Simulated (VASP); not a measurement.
```yaml
crystal:
  lattice:
    - [2.66712, 0.00000, 0.00000]
    - [0.00000, 2.66712, 0.00000]
    - [0.00000, 0.00000, 3.68711]
  atoms:
    - { symbol: Fe, position: [0.00000, 0.00000, 0.00000], spin: 2.8 }
    - { symbol: Pt, position: [0.50000, 0.50000, 0.50000], spin: 0.3 }
```

Method: vdW-DF-cx, VASP's PBE PAW potentials (set 64) (plane waves; VASP 6.6.1). Run with 520 eV cut-off, 13×13×10 Γ-centred mesh, first-order Methfessel-Paxton smearing of 0.10 eV, potentials Fe Pt.

Give the stress tensor in GPa (positive for a compressed cell).

```
7.33  0.00  0.00
0.00  7.33  0.00
0.00  0.00  7.48
```
The pressure is its mean diagonal, 7.38 GPa.

The compound is FePt in the L1_0 structure. This cell is one point of a volume scan, at 0.97 of the reference volume.
